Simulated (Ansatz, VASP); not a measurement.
# B2O3 (glassy B2O3): VASP beside Ansatz

Aim: how closely do two programs agree when they are given the same cell, functional and k mesh? Of the first pair: The structure shown is the start of the Ansatz relaxation below; VASP solves that cell, so the two are compared at the walk's first step.

Main program and level: Ansatz 0.2.0; plane waves, with VASP 6.6.1 beside it; single point at PBE.

## 1. Starting point

The cell holds 150 atoms: 60 B and 90 O. Cell: a = 11.261 Å, b = 12.170 Å, c = 12.471 Å, α = 90.6°, β = 91.5°, γ = 89.4°. As first built, before any earlier steps moved the atoms (in the runner's words): 150 atoms (60 B, 90 O) placed at random at 1.93 g/cm^3, melted at 3000 K for 20 ps at fixed volume with the Buckingham and Coulomb pair potential of Guillot and Sator (Geochim. Cosmochim. Acta 71, 1249 (2007)) with the boron terms of Wang et al. (J. Non-Cryst. Solids 498, 294 (2018)). Quenched from 3000 K to 300 K at 100 K/ps and fixed volume, held 10 ps at zero pressure.

## 2. Ansatz: relaxation, PBE

Ansatz runs on its default PAW (the set named soft_2) files.

The two programs are compared at the cell with which this relaxation starts, whose forces are those of its first step.

input.yaml reads:

```yaml
crystal:
  lattice:
    - [11.25984, 0.06134, -0.15558]
    - [0.06073, 12.16991, -0.06787]
    - [-0.15402, -0.06787, 12.46953]
  atoms:
    - { symbol: B, position: [0.36482, 0.32786, 0.63108] }
    - { symbol: B, position: [0.38656, 0.70191, 0.95216] }
    - { symbol: B, position: [0.51294, 0.93792, 0.55862] }
    - { symbol: B, position: [0.45412, 0.98564, 0.99792] }
    - { symbol: B, position: [0.27507, 0.64562, 0.61399] }
    - { symbol: B, position: [0.28261, 0.88463, 0.90826] }
    - { symbol: B, position: [0.95497, 0.52459, 0.9948] }
    - { symbol: B, position: [0.89994, 0.59549, 0.50909] }
    - { symbol: B, position: [0.25191, 0.65987, 0.34285] }
    - { symbol: B, position: [0.89864, 0.99655, 0.17413] }
    - { symbol: B, position: [0.98795, 0.95666, 0.67614] }
    - { symbol: B, position: [0.96063, 0.13758, 0.77897] }
    - { symbol: B, position: [0.62913, 0.09421, 0.92633] }
    - { symbol: B, position: [0.71411, 0.42659, 0.34397] }
    - { symbol: B, position: [0.73785, 0.57182, 0.02505] }
    - { symbol: B, position: [0.67967, 0.7431, 0.47163] }
    - { symbol: B, position: [0.08406, 0.50324, 0.16228] }
    - { symbol: B, position: [0.72012, 0.77039, 0.08079] }
    - { symbol: B, position: [0.90786, 0.32922, 0.27963] }
    - { symbol: B, position: [0.76268, 0.43923, 0.53601] }
    - { symbol: B, position: [0.70757, 0.09835, 0.11821] }
    - { symbol: B, position: [0.77375, 0.74975, 0.27312] }
    - { symbol: B, position: [0.15996, 0.15568, 0.10479] }
    - { symbol: B, position: [0.46187, 0.34266, 0.96571] }
    - { symbol: B, position: [0.54251, 0.14907, 0.25357] }
    - { symbol: B, position: [0.97292, 0.77336, 0.87477] }
    - { symbol: B, position: [0.74389, 0.23633, 0.59638] }
    - { symbol: B, position: [0.59841, 0.14496, 0.73285] }
    - { symbol: B, position: [0.43135, 0.87956, 0.16481] }
    - { symbol: B, position: [0.37032, 0.26273, 0.31699] }
[... 114 atom lines left out ...]
    - { symbol: O, position: [0.2311, 0.07376, 0.14602] }
    - { symbol: O, position: [0.01948, 0.55042, 0.24117] }
    - { symbol: O, position: [0.13668, 0.22591, 0.45444] }
    - { symbol: O, position: [0.73727, 0.81031, 0.18365] }
    - { symbol: O, position: [0.59804, 0.9604, 0.48533] }
    - { symbol: O, position: [0.32618, 0.18169, 0.37856] }
kpoints:
  mp_grid: { grid: [1, 1, 1] }
hamiltonian:
  xc: pbe
scf:
  occupations: { method: fixed }
output:
  forces: true
  eigenvalues: true
  stress: true
relax:
  f_tol: 0.05
  max_steps: 70
```

Started as:

```bash
$ ansatz run input.yaml --threads 4 --pin off --max-ram 8192MiB --backend cpu --events-out ev --progress --plain --runs-dir out
```

Numbers of over 12 decimals in the logs are rounded to 6 here.

The log of the run:

```text
Warning: output.stress: scf.convergence.dr2_threshold = 1e-7 eV (the SCF's general default) is looser than the 1.08e-8 eV advised for a printed stress (1e-10 eV for each atom of the cell: 150, of which 108 are counted). What an SCF threshold leaves in a stress goes as its square root, and in the free energy as the threshold itself, and one threshold admits the most on a small cell: [figures from the program's tests c [...]
Engine: ansatz 0.2.0, x86_64-unknown-linux-gnu
Pseudopotentials: kind: paw
Pseudopotential: B, paw, valence charge 3, recommended cutoff 420 eV (normal), B.paw.azcp
Pseudopotential: O, paw, valence charge 6, recommended cutoff 420 eV (normal), O.paw.azcp
Functional definition: PBE
  parameter kappa = 0.804
  parameter beta = 0.066725
  exchange = pbe_x(kappa = kappa, mu = beta*pi^2/3)
  correlation = pbe_c(beta = beta)
Crystal: 150 atoms, lattice volume = 1708.326 Å³
Basis set: ecut = 420 eV, 33377 PW (Γ), exchange–correlation on 160×180×180 points (8 copies of the dense FFT grid, shifted against one another)
Bands: 510, of which v1, the nominal top of the filled ones, is band 360 counted from 1 (359 counted from 0)
Symmetry: 1 space group operations
Space group: P1 (ITA 1), of the structure as read, at distance tolerance 1.2e-4 Å
k-points: 1
Non-local potential: B, projectors of the file, l = 0: 2, l = 1: 2, l = 2: 1
Non-local potential: O, projectors of the file, l = 0: 2, l = 1: 2, l = 2: 1
PAW form: soft (Blöchl's): semilocal exchange-correlation on the pseudo side does not see the compensation charge
PAW one-centre angular grid: B, 110 points (default); XC on 64 Gauss nodes
PAW one-centre angular grid: O, 110 points (default); XC on 64 Gauss nodes
Initial density: superposition of atomic densities (neutral atoms: chi_scale 0, normalization atom), corrected by the library's trained network
Initial wavefunctions: pseudopotential atomic-orbital guess
Functional: x = pbe(κ = 0.804, μ = 0.219515), c = pbe(β = 0.066725)
SCF iter   1: F=—  HF=-60549.439039 eV  |F-HF|=—  |Δ(HF+E_count)|=         —  Δρ=3.71e-3  dr2=1.97e-1  ethr=1.77e-3  ⟨swp⟩=5.0  Hψ=1754  notcnv=0  defer=146
preconditioner: auto → Resta (q_TF=auto, 2.362 Å⁻¹)  ε∞=3.0  [insulator: Δε(μ)=5.628 eV  Ē_g=17.240 eV  n_scr=392 (ndim 8)  ℏωp=24.1 eV  f_vac=0.189  ε∞_Penn≈3.0]
SCF iter   2: F=—  HF=-60549.458532 eV  |F-HF|=—  |Δ(HF+E_count)|=   1.95e-2  Δρ=1.75e-3  dr2=3.55e-2  ethr=2.74e-5  ⟨swp⟩=3.0  Hψ=951  notcnv=0  defer=148
SCF iter   3: F=—  HF=-60549.471985 eV  |F-HF|=—  |Δ(HF+E_count)|=   1.35e-2  Δρ=6.20e-4  dr2=7.21e-3  ethr=4.93e-6  ⟨swp⟩=4.0  Hψ=632  notcnv=0  defer=148
SCF iter   4: F=—  HF=-60549.472583 eV  |F-HF|=—  |Δ(HF+E_count)|=   5.98e-4  Δρ=1.67e-4  dr2=5.39e-4  ethr=1.00e-6  ⟨swp⟩=2.0  Hψ=782  notcnv=0  defer=148
SCF iter   5: F=—  HF=-60549.472669 eV  |F-HF|=—  |Δ(HF+E_count)|=   8.66e-5  Δρ=8.96e-5  dr2=1.11e-4  ethr=7.49e-8  ⟨swp⟩=2.0  Hψ=656  notcnv=0  defer=148
SCF iter   6: F=-60549.472691 eV  HF=-60549.472687 eV  |F-HF|=3.19e-6  |Δ(HF+E_count)|=   1.83e-5  Δρ=2.37e-5  dr2=8.12e-6  ethr=8.68e-9  ⟨swp⟩=17.0  Hψ=3738  notcnv=0
SCF 1 converged in 6 iterations: F = -60549.472691 eV  dr2 = 8.12e-6
  greatest PAW one-centre occupation: 0.867 electrons in one spin orbital (limit 2), on the O atom at site 74 (counted from 0), in its partial waves of l = 0
relax step   1: F+E_penalty+E_count = -60549.47269068 eV  Δ(F+E_penalty+E_count) = +0.000e0 eV  max|allowed force component| = 3.758e-1 eV/Å  Δτ_max = 0.0000 Å  (6 SCF iters, dr2 threshold 6.25e-5 eV, accepted)
Initial density: handed on by an earlier stage of this run
Initial wavefunctions: those handed on with the density
iter 1 solved again at ethr=1.18e-5 eV; its pass at ethr=3.10e-3 eV (dr2=8.47e-2 eV) is discarded
SCF iter   1: F=—  HF=-60549.591765 eV  |F-HF|=—  |Δ(HF+E_count)|=         —  Δρ=3.26e-3  dr2=9.30e-2  ethr=1.18e-5  ⟨swp⟩=2.0  Hψ=1452  notcnv=0  defer=148
[...]
- { symbol: B, position: [0.146278, 0.819265, 0.414137] }
    - { symbol: B, position: [0.430002, 0.522459131665, 0.047737] }
    - { symbol: B, position: [0.750560, 0.828717, 0.884943] }
    - { symbol: B, position: [0.288906, 0.961179, 0.487754] }
    - { symbol: B, position: [0.086691, 0.322276, 0.421683] }
    - { symbol: B, position: [0.550397, 0.521814, 0.227765] }
    - { symbol: B, position: [0.208080, 0.455054, 0.531797] }
    - { symbol: B, position: [0.490515, 0.486737, 0.678050] }
    - { symbol: B, position: [0.116428, 0.278302, 0.807702] }
    - { symbol: B, position: [0.493079, 0.642887, 0.553862] }
    - { symbol: B, position: [0.618306, 0.036021, 0.405534] }
    - { symbol: B, position: [0.269935, 0.249153, 0.947741] }
    - { symbol: B, position: [0.046805, 0.479644, 0.818509] }
    - { symbol: B, position: [0.827851, 0.099116, 0.465884] }
    - { symbol: B, position: [0.226233, 0.155080, 0.437685] }
    - { symbol: B, position: [0.200073, 0.977484, 0.742169] }
    - { symbol: B, position: [0.863674, 0.257600, 0.916589] }
    - { symbol: O, position: [0.495761, 0.791695, 0.208762] }
    - { symbol: O, position: [0.874749, 0.205882, 0.819857] }
    - { symbol: O, position: [0.519303, 0.535297, 0.583662] }
    - { symbol: O, position: [0.665562, 0.496431, 0.978938] }
    - { symbol: O, position: [0.297899, 0.383384, 0.556505] }
    - { symbol: O, position: [0.386121, 0.628201, 0.036063] }
    - { symbol: O, position: [0.250369, 0.858416, 0.458394] }
    - { symbol: O, position: [0.108912, 0.421335, 0.472406] }
    - { symbol: O, position: [0.139669, 0.899174, 0.096404] }
    - { symbol: O, position: [0.545453, 0.891203, 0.653082] }
    - { symbol: O, position: [0.879153, 0.693138, 0.256550] }
    - { symbol: O, position: [0.961420, 0.521007, 0.885596] }
    - { symbol: O, position: [0.496556, 0.938557, 0.091858] }
    - { symbol: O, position: [0.199502, 0.909246, 0.830364] }
    - { symbol: O, position: [0.341419, 0.720265, 0.307326] }
    - { symbol: O, position: [0.491925, 0.545478, 0.773157] }
    - { symbol: O, position: [0.521179, 0.614755, 0.282450] }
    - { symbol: O, position: [0.753707, 0.779048, 0.552523] }
    - { symbol: O, position: [0.834128, 0.180410, 0.543043] }
    - { symbol: O, position: [0.785569, 0.343068, 0.930277] }
    - { symbol: O, position: [0.857354, 0.564382, 0.043398] }
    - { symbol: O, position: [0.681804, 0.665998, 0.064901] }
    - { symbol: O, position: [0.896438, 0.311452, 0.168598] }
    - { symbol: O, position: [0.657053, 0.185267, 0.645186] }
[...]
- { symbol: O, position: [0.916902, 0.877662, 0.628472] }
    - { symbol: O, position: [0.965536, 0.969350, 0.264775] }
    - { symbol: O, position: [0.229604, 0.072712, 0.147998] }
    - { symbol: O, position: [0.020622, 0.549785, 0.240701] }
    - { symbol: O, position: [0.134606, 0.225419, 0.456589] }
    - { symbol: O, position: [0.739289, 0.813268, 0.183398] }
    - { symbol: O, position: [0.599161, 0.960372, 0.484696] }
    - { symbol: O, position: [0.325669, 0.179362, 0.381065] }
```

## 3. VASP: single point, PBE, start cell, pair 1

The same cell, functional and mesh now go to VASP, with its own data sets.

Lines of VASP's logs that name or quote its potential files are left out, and so is its time.

INCAR reads:

```
SYSTEM = B2O3
PREC = Accurate
ENCUT = 520
EDIFF = 1E-06
NELM = 120
ISMEAR = 0
SIGMA = 0.01
LREAL = Auto
ALGO = Normal
GGA = PE
NBANDS = 465
LORBIT = 11
LWAVE = .FALSE.
LCHARG = .FALSE.
ISIF = 2
LASPH = .TRUE.
GGA_COMPAT = .FALSE.
EFERMI = MIDGAP
```

POSCAR reads:

```
B2O3
1.0
   11.2598400000      0.0613400000     -0.1555800000
    0.0607300000     12.1699100000     -0.0678700000
   -0.1540200000     -0.0678700000     12.4695300000
B O
60 90
Direct
    0.3648176488      0.3278622191      0.6310831554
    0.3865618380      0.7019124508      0.9521593908
    0.5129361438      0.9379239619      0.5586224585
    0.4541219987      0.9856418609      0.9979163460
    0.2750713161      0.6456168437      0.6139937600
    0.2826120829      0.8846333591      0.9082626894
    0.9549656550      0.5245921641      0.9947991325
    0.8999369590      0.5954891932      0.5090912042
    0.2519069577      0.6598666094      0.3428498774
    0.8986361693      0.9965477151      0.1741321051
    0.9879483927      0.9566618643      0.6761388482
    0.9606283675      0.1375806200      0.7789701904
    0.6291343308      0.0942060196      0.9263279756
    0.7141106506      0.4265883436      0.3439707740
    0.7378463529      0.5718235285      0.0250533740
    0.6796732339      0.7430965574      0.4716278420
    0.0840626925      0.5032376918      0.1622782267
    0.7201219060      0.7703927961      0.0807907856
    0.9078615191      0.3292210420      0.2796327790
    0.7626823732      0.4392305227      0.5360080692
    0.7075708270      0.0983508270      0.1182128709
    0.7737528732      0.7497487317      0.2731190284
    0.1599565353      0.1556790642      0.1047875883
    0.4618741143      0.3426575207      0.9657071711
    0.5425123527      0.1490670195      0.2535718067
    0.9729237611      0.7733575197      0.8747687566
    0.7438917360      0.2363325588      0.5963797005
    0.5984073274      0.1449585462      0.7328534875
    0.4313532503      0.8795567476      0.1648101777
    0.3703220991      0.2627298572      0.3169923957
[... 114 atom lines left out ...]
    0.2310965468      0.0737585318      0.1460167298
    0.0194779032      0.5504209557      0.2411708735
    0.1366781496      0.2259062920      0.4544434832
    0.7372729184      0.8103132932      0.1836477304
    0.5980391744      0.9603978632      0.4853290491
    0.3261833009      0.1816927864      0.3785611075
```

KPOINTS reads:

```
Automatic mesh
0
Gamma
1 1 1
0 0 0
```

Potentials, in the order of the species: B and O (PBE family, release 64).

Started as:

```bash
$ export OMP_NUM_THREADS=3
$ mpirun -np 1 vasp_gam
```

The log of the run:

```text
[banner, memory and clock lines left out]
running    1 mpi-ranks, on    1 nodes
[...]
Offloading initialized ...    1 GPUs detected
[...]
LDA part: xc-table for (Slater+PW92), standard interpolation
 POSCAR, INCAR and KPOINTS ok, starting setup
[...]
entering main loop
       N       E                     dE             d eps       ncg     rms          rms(c)
DAV:   1     0.673174314821E+04    0.67317E+04   -0.44000E+05   946   0.154E+03
DAV:   2    -0.738577543468E+03   -0.74703E+04   -0.71920E+04  1147   0.397E+02
DAV:   3    -0.130255842874E+04   -0.56398E+03   -0.55863E+03  1068   0.115E+02
DAV:   4    -0.131319357328E+04   -0.10635E+02   -0.10597E+02  1068   0.169E+01
[...]
DAV:  16    -0.119787591595E+04    0.40476E-05   -0.79972E-05  1076   0.217E-02    0.111E-02
DAV:  17    -0.119787591331E+04    0.26366E-05   -0.85540E-06  1052   0.105E-02    0.451E-03
DAV:  18    -0.119787591313E+04    0.18184E-06   -0.33565E-06   900   0.580E-03
   1 F= -.11978759E+04 E0= -.11978759E+04  d E =0.000000E+00
```

From OUTCAR (step 3):

```text
  FREE ENERGIE OF THE ION-ELECTRON SYSTEM (eV)
  ---------------------------------------------------
  free  energy   TOTEN  =     -1197.8759131288 eV

  energy  without entropy=    -1197.8759131288  energy(sigma->0) =    -1197.87591313
```

The run ends at a pressure of 1.98 GPa, with forces up to 0.39 eV/Å.

## 4. Differences

Known differences besides the potentials themselves: fixed occupations in Ansatz, narrow Gaussian smearing in VASP; the cutoff is 420 eV in Ansatz and 520 eV in VASP (PREC = Accurate, projectors in real space). Total energies have different zeros and are not compared.

Forces on 10 of the 150 atoms, those with the largest forces and the largest differences (eV/Å; atoms numbered as in POSCAR):

```tsv
atom	Ansatz x, y, z	VASP x, y, z
B11	-0.318, 0.026, 0.032	-0.364, -0.018, -0.022
B20	-0.052, -0.126, 0.061	-0.078, -0.131, 0.149
B29	0.300, -0.097, -0.031	0.340, -0.105, 0.013
B41	0.200, 0.060, 0.072	0.222, 0.141, 0.131
B53	0.139, -0.126, 0.010	0.167, -0.062, -0.054
O104	0.328, -0.050, -0.174	0.320, -0.047, -0.159
O106	0.376, 0.049, -0.067	0.383, 0.052, -0.062
O108	-0.329, 0.057, 0.107	-0.336, 0.052, 0.099
O109	0.331, 0.037, 0.103	0.328, 0.032, 0.104
O129	-0.252, 0.010, 0.256	-0.241, 0.023, 0.236
```

The forces differ by 23 meV/Å r.m.s., which is 18.3 % of the r.m.s. force of 0.127 eV/Å (both taken over all components).

(Continued in part 2 of 2.)

[Lines on the potential files, build, host, timing and source positions are cut from VASP's logs without a mark.]

[Logs are printed without paths, hosts, clocks, repeated set-up lines and the standing remarks that a program may print on its own settings, such as how far it seeks lower states.]

[Hosts, paths, dates, database ids (printed as entryN), source tags and the programs' standing remarks are cut or masked in the printed files.]
